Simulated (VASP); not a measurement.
OSZICAR of a VASP run on AlN (wurtzite):

File OSZICAR:
```
       N       E                     dE             d eps       ncg     rms          rms(c)
DAV:   1     0.455421221669E+02    0.45542E+02   -0.79912E+03   864   0.124E+03
DAV:   2    -0.429718079627E+02   -0.88514E+02   -0.81911E+02  1276   0.234E+02
DAV:   3    -0.470857338750E+02   -0.41139E+01   -0.40991E+01  1132   0.559E+01
DAV:   4    -0.471196457805E+02   -0.33912E-01   -0.33907E-01   980   0.599E+00
DAV:   5    -0.471201547905E+02   -0.50901E-03   -0.50900E-03  1120   0.742E-01    0.126E+01
DAV:   6    -0.390167575010E+02    0.81034E+01   -0.14454E+01  1028   0.290E+01    0.568E+00
DAV:   7    -0.378842630449E+02    0.11325E+01   -0.64287E-01   912   0.831E+00    0.311E+00
DAV:   8    -0.400810384008E+02   -0.21968E+01   -0.15142E+00  1092   0.106E+01    0.231E+00
DAV:   9    -0.382424084036E+02    0.18386E+01   -0.98139E-01   864   0.970E+00    0.446E-01
DAV:  10    -0.381901414771E+02    0.52267E-01   -0.65165E-02   928   0.314E+00    0.456E-01
DAV:  11    -0.382489261193E+02   -0.58785E-01   -0.69177E-03   916   0.115E+00    0.380E-01
DAV:  12    -0.384173069376E+02   -0.16838E+00   -0.42358E-02   864   0.257E+00    0.223E-01
DAV:  13    -0.384538035588E+02   -0.36497E-01   -0.16013E-02   948   0.149E+00    0.166E-01
DAV:  14    -0.384550540090E+02   -0.12505E-02   -0.77037E-04   976   0.353E-01    0.115E-01
DAV:  15    -0.384560084858E+02   -0.95448E-03   -0.12853E-03   904   0.467E-01    0.340E-02
DAV:  16    -0.384562983394E+02   -0.28985E-03   -0.12757E-04   920   0.176E-01    0.176E-02
DAV:  17    -0.384562868738E+02    0.11466E-04   -0.10447E-05  1064   0.436E-02    0.164E-02
DAV:  18    -0.384563108806E+02   -0.24007E-04   -0.11466E-05   880   0.423E-02    0.162E-02
DAV:  19    -0.384562952639E+02    0.15617E-04   -0.63008E-06   904   0.323E-02    0.721E-03
DAV:  20    -0.384563002989E+02   -0.50350E-05   -0.63012E-07   928   0.106E-02    0.267E-03
DAV:  21    -0.384562985584E+02    0.17404E-05   -0.13877E-07   640   0.352E-03    0.124E-03
DAV:  22    -0.384563023131E+02   -0.37547E-05   -0.82584E-08   492   0.309E-03    0.144E-03
DAV:  23    -0.384563004993E+02    0.18138E-05   -0.16322E-08   444   0.197E-03    0.785E-04
DAV:  24    -0.384563003416E+02    0.15770E-06   -0.27293E-09   436   0.654E-04    0.264E-04
DAV:  25    -0.384563002271E+02    0.11458E-06   -0.12572E-09   432   0.460E-04    0.133E-04
DAV:  26    -0.384563002782E+02   -0.51115E-07   -0.39516E-10   432   0.180E-04
   1 F= -.38456300E+02 E0= -.38456300E+02  d E =0.000000E+00
       N       E                     dE             ncg
       N       E                     dE             ncg
```

Which electronic solver shows in the log?

It is blocked Davidson (ALGO = Normal, or the opening steps of other solvers). The INCAR had ALGO = Normal.

Can the final energy be trusted as converged?

The calculation finished and met its thresholds. It stopped with EDIFF = 1E-7, NELM = 100 (r2SCAN meta-GGA, plane waves, VASP's PBE PAW potentials (set 64)).

The compound is AlN in the wurtzite structure. It was relaxed first.
